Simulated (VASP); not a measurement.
CdSe (zinc blende), at 0.96 of the tabulated volume:

```xyz
2
Lattice="0.0000 2.9841 2.9841 2.9841 0.0000 2.9841 2.9841 2.9841 0.0000" Properties=species:S:1:pos:R:3 pbc="T T T"
Cd     0.0000     0.0000     0.0000
Se     1.4921     1.4921     1.4921
```

The lowest empty band near Γ, direction [110], from mBJ (TB09) with spin-orbit coupling in VASP (PAW); its two spin partners are averaged. The gap over the points computed is 1.94 eV, and the next band on that side lies 4.43 eV away at the edge.

Numerical set-up: 400 eV cut-off, 9×9×9 Γ-centred mesh, Gaussian smearing of 0.050 eV, potentials Cd Se.

| distance from the edge in k (1/Å) | distance in energy (meV) |
|---|---|
| 0.012 | 3.2 |
| 0.018 | 7.3 |
| 0.025 | 14.0 |
| 0.035 | 27.3 |
| 0.050 | 54.9 |
| 0.070 | 104.6 |

Q: Fit E(1 + αE) = ħ²k²/2m* (ħ²/2m0 = 3.810 eV Å²) and predict the row at 0.095 1/Å.

A: Least squares on the energies gives the electron mass m* = 0.168 m0 and α = 0.58 per eV, and so 184.6 meV. The run gave 184.1 meV, -0.5 meV from the fit.

Left out are points under 3 meV from the edge, since the levels carry 0.1 meV, and points farther than half the way to the next band.

The compound is CdSe in the zinc blende structure, whereas wurtzite is the usual form. The cell was not relaxed at this level.
